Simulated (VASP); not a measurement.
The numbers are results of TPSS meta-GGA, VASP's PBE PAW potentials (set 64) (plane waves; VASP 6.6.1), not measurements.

Input for VASP

### POSCAR
```
Pb
1
    0.0000000000     2.4855726186     2.4855726186
    2.4855726186     0.0000000000     2.4855726186
    2.4855726186     2.4855726186     0.0000000000
Pb
1
Direct
  0.0000000000   0.0000000000   0.0000000000
```

File KPOINTS:
```
Automatic mesh
0
Gamma
13 13 13
0 0 0
```

### INCAR
```
! general
SYSTEM =Pb
PREC   =Accurate
ENCUT  =520
LREAL  =.FALSE.
LASPH  =.TRUE.

! electronic loop
EDIFF  =1E-7
NELM   =100
ALGO   =Normal
LMAXMIX=4
LMIXTAU=.TRUE.

! smearing
ISMEAR =1
SIGMA  =0.1

! functional
METAGGA=TPSS

! ions
ISIF   =2

! output
LWAVE  =.FALSE.
LCHARG =.FALSE.
```

POTCAR, in this order: Pb_d (PBE.64 set). Program: vasp_std.

The resulting files:

OUTCAR:
```
 ion  position               nearest neighbor table
   1  0.000  0.000  0.000-
  LATTYP: Found a face centered cubic cell.
 ALAT       =     4.9711452372
 Subroutine PRICEL returns:
 Original cell was already a primitive cell.
 Subroutine GETGRP returns: Found 48 space group operations
The static configuration has the point symmetry O_h .
The dynamic configuration has the point symmetry O_h .
 Subroutine INISYM returns: Found 48 space group operations
 Subroutine IBZKPT returns following result:
 Found     84 irreducible k-points:

 Following reciprocal coordinates:
            Coordinates               Weight
  0.000000  0.000000  0.000000      1.000000
  0.076923  0.000000  0.000000      8.000000
  0.153846  0.000000  0.000000      8.000000
  0.230769  0.000000  0.000000      8.000000
  0.307692  0.000000  0.000000      8.000000
  0.384615  0.000000  0.000000      8.000000
  0.461538  0.000000  0.000000      8.000000
  0.076923  0.076923  0.000000      6.000000
  0.153846  0.076923  0.000000     24.000000
  0.230769  0.076923  0.000000     24.000000
  0.307692  0.076923  0.000000     24.000000
  0.384615  0.076923  0.000000     24.000000
  0.461538  0.076923  0.000000     24.000000
 -0.461538  0.076923  0.000000     24.000000
 -0.384615  0.076923  0.000000     24.000000
 -0.307692  0.076923  0.000000     24.000000
 -0.230769  0.076923  0.000000     24.000000
 -0.153846  0.076923  0.000000     24.000000
 -0.076923  0.076923  0.000000     12.000000
  0.153846  0.153846  0.000000      6.000000
  0.230769  0.153846  0.000000     24.000000
  0.307692  0.153846  0.000000     24.000000
  0.384615  0.153846  0.000000     24.000000
  0.461538  0.153846  0.000000     24.000000
 -0.461538  0.153846  0.000000     24.000000
...
```

OSZICAR:
```
       N       E                     dE             d eps       ncg     rms          rms(c)
DAV:   1     0.102793555113E+03    0.10279E+03   -0.74546E+03  1860   0.152E+03
DAV:   2     0.651425570146E+00   -0.10214E+03   -0.10015E+03  1890   0.336E+02
DAV:   3    -0.373070409299E+01   -0.43821E+01   -0.43603E+01  2174   0.821E+01
DAV:   4    -0.382026363186E+01   -0.89560E-01   -0.89537E-01  2193   0.129E+01
DAV:   5    -0.382398023423E+01   -0.37166E-02   -0.37164E-02  2317   0.244E+00    0.109E+00
DAV:   6    -0.287450322790E+01    0.94948E+00   -0.24110E+00  1848   0.247E+01    0.198E-01
DAV:   7    -0.288961426818E+01   -0.15111E-01   -0.25192E-01  2025   0.111E+01    0.304E-01
DAV:   8    -0.292030952156E+01   -0.30695E-01   -0.12592E-01  1860   0.518E+00    0.159E-01
DAV:   9    -0.297056906820E+01   -0.50260E-01   -0.25304E-02  1860   0.233E+00    0.105E-01
DAV:  10    -0.300057655843E+01   -0.30007E-01   -0.33791E-02  1863   0.315E+00    0.673E-02
DAV:  11    -0.299964011812E+01    0.93644E-03   -0.86896E-04  2058   0.473E-01    0.459E-02
DAV:  12    -0.299977158862E+01   -0.13147E-03   -0.69185E-04  1902   0.456E-01    0.245E-02
DAV:  13    -0.299977455036E+01   -0.29617E-05   -0.61771E-04  1887   0.446E-01    0.100E-02
DAV:  14    -0.299975716075E+01    0.17390E-04   -0.13764E-05  2133   0.453E-02    0.828E-03
DAV:  15    -0.299975436942E+01    0.27913E-05   -0.10022E-06  1983   0.113E-02    0.724E-03
DAV:  16    -0.299974803011E+01    0.63393E-05   -0.77702E-06  1860   0.354E-02    0.229E-03
DAV:  17    -0.299974793064E+01    0.99477E-07   -0.42169E-07  1917   0.713E-03
   1 F= -.29997479E+01 E0= -.29997355E+01  d E =-.371937E-04
```

**OUTCAR**
```
------------------------ aborting loop because EDIFF is reached ----------------------------------------
  FORCE on cell =-STRESS in cart. coord.  units (eV):
  Direction    XX          YY          ZZ          XY          YZ          ZX
  --------------------------------------------------------------------------------------
  Total        0.0586032      0.0586032      0.0586032     -0.0000000      0.0000000      0.0000000
  in kB        3.0571915      3.0571915      3.0571915     -0.0000000      0.0000000      0.0000000
  external PRESSURE =       3.0571915 kB  Pullay stress =       0.0000000 kB
  volume of cell :       30.71
      direct lattice vectors                 reciprocal lattice vectors
     0.000000000  2.485572619  2.485572619    -0.201160890  0.201160890  0.201160890
     2.485572619  0.000000000  2.485572619     0.201160890 -0.201160890  0.201160890
     2.485572619  2.485572619  0.000000000     0.201160890  0.201160890 -0.201160890
 POSITION                                       TOTAL-FORCE (eV/Angst)
 -----------------------------------------------------------------------------------
      0.00000      0.00000      0.00000         0.000000      0.000000     -0.000000
 -----------------------------------------------------------------------------------
    total drift:                               -0.000000      0.000000      0.000000
  FREE ENERGIE OF THE ION-ELECTRON SYSTEM (eV)
  ---------------------------------------------------
  free  energy   TOTEN  =        -2.9997479306 eV

  energy  without entropy=       -2.9997107369  energy(sigma->0) =       -2.99973553
```
(Selected blocks of OUTCAR.)

The compound is Pb in the fcc structure. It was relaxed first.
